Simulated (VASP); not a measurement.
Given:

```
Li
1.0
   -1.73588     1.73588     1.73588
    1.73588    -1.73588     1.73588
    1.73588     1.73588    -1.73588
Li
1
Cartesian
  0.00000   0.00000   0.00000
```

The numbers are results of RPBE GGA, VASP's PBE PAW potentials (set 64) (plane waves; VASP 6.6.1), not measurements. Numerical set-up: 520 eV cut-off, 16×16×16 Γ-centred mesh, tetrahedra with Blöchl corrections, potentials Li_sv.

### Question
What does the run give for the energy per atom (σ→0), band gap (on the k-mesh) with the smallest direct gap where there is one?

### Answer

| Item | Value |
|---|---|
| band gap (on the k-mesh) | none (metal, semimetal or under 0.01 eV) |
| energy per atom (σ→0) | -1.811 eV/atom |

The compound is Li in the bcc structure. It was relaxed first.
